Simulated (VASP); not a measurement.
Consider the following.

```xyz
1
Lattice="-1.5395 1.5395 1.5395 1.5395 -1.5395 1.5395 1.5395 1.5395 -1.5395" Properties=species:S:1:pos:R:3 pbc="T T T"
Ir     0.0000     0.0000     0.0000
```

Level of theory: PBEsol GGA, VASP's PBE PAW potentials (set 64) (plane waves; VASP). Settings: 400 eV cut-off, Gaussian smearing of 0.050 eV, potentials Ir.

Unless said otherwise, spin-orbit coupling is left out, though it shifts the bands of the heavy elements here.

Problem. Predict the band gap (along the path) with the smallest direct gap where there is one.

Solution. 
```yaml
band gap (along the path): none (metal, semimetal or under 0.01 eV)
```

Only differences to runs with the same potentials and settings are physical.

The structure was generated: Ir was put into the bcc type (Im-3m), which need not be its known phase. It was relaxed first.
